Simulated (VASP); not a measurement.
A VASP calculation is set up with these files.

**POSCAR**
```
Pt
1
    0.0000000000     1.8976700991     1.8976700991
    1.8976700991     0.0000000000     1.8976700991
    1.8976700991     1.8976700991     0.0000000000
Pt
1
Direct
  0.0000000000   0.0000000000   0.0000000000
```

INCAR:
```
SYSTEM = Pt
PREC = Accurate; ENCUT = 500; LREAL = .FALSE.
LASPH = .TRUE.
EDIFF = 1E-6; NELM = 100; ALGO = Normal
LMAXMIX = 6
ISMEAR = 1; SIGMA = 0.1
IBRION = 2; NSW = 40; ISIF = 3
EDIFFG = -0.02; PSTRESS = 300
LWAVE = .FALSE.; LCHARG = .FALSE.
```

**KPOINTS**
```
Automatic mesh
0
Gamma
16 16 16
0 0 0
```

POTCAR, in this order: Pt (LDA.64 set). Program: vasp_std.

Task: Write an equivalent input for Quantum ESPRESSO's pw.x.

Result: One equivalent input (not run):
```
&CONTROL
  calculation = 'vc-relax'
  pseudo_dir = './pseudo'
  outdir = './out'
  tprnfor = .true.
  tstress = .true.
  nstep = 40
  forc_conv_thr = 0.00078
/
&SYSTEM
  ibrav = 0
  nat = 1
  ntyp = 1
  ecutwfc = 84
  occupations = 'smearing'
  smearing = 'methfessel-paxton'
  degauss = 0.00735
  input_dft = 'pz'
/
&ELECTRONS
  conv_thr = 7.3e-08
  electron_maxstep = 100
/
&IONS
/
&CELL
  press = 300
/
ATOMIC_SPECIES
  Pt 195.084 Pt.upf
CELL_PARAMETERS angstrom
     0.0000000    1.8976701    1.8976701
     1.8976701    0.0000000    1.8976701
     1.8976701    1.8976701    0.0000000
ATOMIC_POSITIONS crystal
  Pt   0.0000000  0.0000000  0.0000000
K_POINTS automatic
  16 16 16 0 0 0
```
The two are equivalent in intent, not identical: the potentials are each code's own (VASP's PAW set, PseudoDojo norm-conserving files in pw.x), so ENCUT and ecutwfc are chosen apart and not converted; conv_thr bounds pw.x's estimated SCF error, while EDIFF bounds the energy change between steps; forc_conv_thr acts on force components and is met together with etot_conv_thr.

The compound is Pt in the fcc structure. It was relaxed first under an external pressure of 30 GPa.
